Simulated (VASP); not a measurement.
Consider the following.

```xyz
2
Lattice="0.0000 2.8750 2.8750 2.8750 0.0000 2.8750 2.8750 2.8750 0.0000" Properties=species:S:1:pos:R:3 pbc="T T T"
Ti     0.0000     0.0000     0.0000
Se     1.4375     1.4375     1.4375
```

These are PBE GGA, VASP's PBE PAW potentials (set 64) (plane waves; VASP) values and carry that method's errors. Settings: 400 eV cut-off, Gaussian smearing of 0.050 eV, potentials Ti_sv Se.

Estimate the band gap (along the path) with the smallest direct gap where there is one.

```
Property                                                     Result
-------------------------  ----------------------------------------
band gap (along the path)  none (metal, semimetal or under 0.01 eV)
```

The absolute energy has meaning only against runs of the same code, potentials and settings.

The structure was generated: TiSe was put into the zinc blende type (F-43m), which need not be its known phase. It was relaxed first, which changed the volume by -30 %.
